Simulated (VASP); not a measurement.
OSZICAR of a VASP run on B (alpha):

File OSZICAR:
```
       N       E                     dE             d eps       ncg     rms          rms(c)
DAV:   1     0.830443364821E+02    0.83044E+02   -0.17114E+04   950   0.132E+03
DAV:   2    -0.833344482872E+02   -0.16638E+03   -0.16023E+03  1253   0.242E+02
DAV:   3    -0.890698574699E+02   -0.57354E+01   -0.57009E+01  1267   0.424E+01
DAV:   4    -0.891216205497E+02   -0.51763E-01   -0.51696E-01  1188   0.441E+00
DAV:   5    -0.891223283626E+02   -0.70781E-03   -0.70736E-03  1267   0.479E-01    0.113E+01
DAV:   6    -0.853254545571E+02    0.37969E+01   -0.55595E+00  1143   0.126E+01    0.619E+00
DAV:   7    -0.845097366489E+02    0.81572E+00   -0.25544E+00  1165   0.833E+00    0.202E+00
DAV:   8    -0.844720936705E+02    0.37643E-01   -0.31748E-01  1156   0.325E+00    0.470E-01
DAV:   9    -0.844711606270E+02    0.93304E-03   -0.31766E-02  1177   0.107E+00    0.155E-01
DAV:  10    -0.844710519809E+02    0.10865E-03   -0.36794E-03  1141   0.368E-01    0.382E-02
DAV:  11    -0.844710850188E+02   -0.33038E-04   -0.21095E-04  1266   0.890E-02    0.193E-02
DAV:  12    -0.844710557894E+02    0.29229E-04   -0.12545E-04  1145   0.615E-02    0.533E-03
DAV:  13    -0.844710590152E+02   -0.32258E-05   -0.10352E-05  1187   0.192E-02    0.253E-03
DAV:  14    -0.844710591291E+02   -0.11384E-06   -0.13281E-06   755   0.643E-03
   1 F= -.84471059E+02 E0= -.84471059E+02  d E =-.844711E+02
```

Q: Which electronic solver shows in the log?

A: It is blocked Davidson (ALGO = Normal, or the opening steps of other solvers). The INCAR had ALGO = Normal.

Q: Can the final energy be trusted as converged?

A: The run converged. It stopped with EDIFF = 1E-6, NELM = 100, NSW = 60 and EDIFFG = -0.02 after 1 ionic step (PBEsol GGA, plane waves, VASP's PBE PAW potentials (set 64)).

The compound is B in the alpha structure. It was relaxed first. The start is the result of an earlier pass.
